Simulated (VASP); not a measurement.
Set up this calculation in VASP 6.6.1, as the native input.

```yaml
Task: single point
Functional: PBE
Dispersion: D3(BJ)
Potentials_or_basis: VASP PAW PBE potentials, release 64 (O, H, Zn, Cl)
Cutoff: 520 eV
k_mesh: 1 × 1 × 1
Occupations: fermi-dirac, width 0.02 eV
Spin: no spin polarisation
Dipole_correction: no
Further_INCAR_settings: LREAL = Auto; ALGO = Fast; EDIFF = 1e-07; NBANDS = 53
```

The structure of ZnH12Cl2O6 lies in POSCAR:

```
ZnH12Cl2O6
1.0
    6.2658270000      0.0000000000      0.0000000000
    0.0000000000      6.2658270000      0.0000000000
    0.0000000000      0.0000000000      6.2658270000
O H Zn Cl
6 12 1 2
Direct
    0.0241787716      0.6539120853      0.3579734966
    0.7220595143      0.7273421370      0.0655140973
    0.3069028238      0.0544062260      0.1591330243
    0.8772824401      0.3448068387      0.1277086010
    0.5474137732      0.3476955237      0.9122498914
    0.4941885564      0.8662543667      0.6716431845
    0.1355128381      0.7494940412      0.3034395938
   -0.1009443765      0.7212455754      0.2658547706
    0.6434106783      0.8524014468      0.0893736772
    0.6925821603      0.6112521140      0.1582233279
    0.2187580347      0.1699217039      0.0899003436
    0.3444397683      0.0521080458      0.3236444287
    0.7375083927      0.3479668366      0.0520122882
    0.8127897562      0.2969919214      0.2608753801
    0.4425273791      0.2219499517      0.9413282556
    0.4452724277      0.4677914025      0.8760216329
    0.5584897253      0.9511912793      0.5629903283
    0.3724967191      0.8000380477      0.5949892967
    0.9660656127      0.7499409096      0.6761278280
    0.1457748514      0.4826018976      0.7912123970
   -0.0981993279      0.0579013752      0.5982131329
```

The cell was built by a generator and needn't be a form met in nature.

One way to write it, as run:

INCAR

```
SYSTEM = ZnH12Cl2O6
ALGO     = Fast           ! electronic algorithm
EDIFF    = 1E-7           ! SCF threshold, eV
ENCUT    = 520            ! plane-wave cutoff, eV
GGA      = PE             ! functional
ISIF     = 2              ! what is computed and relaxed
ISMEAR   = -1             ! smearing method
IVDW     = 12             ! dispersion correction
LASPH    = .TRUE.         ! aspherical terms in the spheres
LCHARG   = .FALSE.        ! write CHGCAR
LREAL    = Auto         
LWAVE    = .FALSE.        ! write WAVECAR
NBANDS   = 53             ! bands
NELM     = 100            ! most SCF steps
PREC     = Accurate       ! precision mode
SIGMA    = 0.02           ! smearing width, eV
```

KPOINTS

```
k-points
0
G
  1 1 1
  0 0 0
```

Potentials or basis: VASP PAW PBE potentials, release 64 (O, H, Zn, Cl).

Run with:

```sh
$ cat potpaw_PBE.64/O/POTCAR potpaw_PBE.64/H/POTCAR potpaw_PBE.64/Zn/POTCAR potpaw_PBE.64/Cl/POTCAR > POTCAR
$ mpirun -np 1 vasp_gam > vasp.out
```

It gave:

```
Pressure                   : 2.5 GPa
Largest force              : 3.790 eV/Å
Band gap on the k mesh     : 3.09 eV, direct
Dispersion energy per atom : -0.056 eV
```

Wall time 33 s on 1 thread of Intel(R) Xeon(R) 6975P-C (Granite Rapids), on a shared host, peak memory 0.33 GiB.
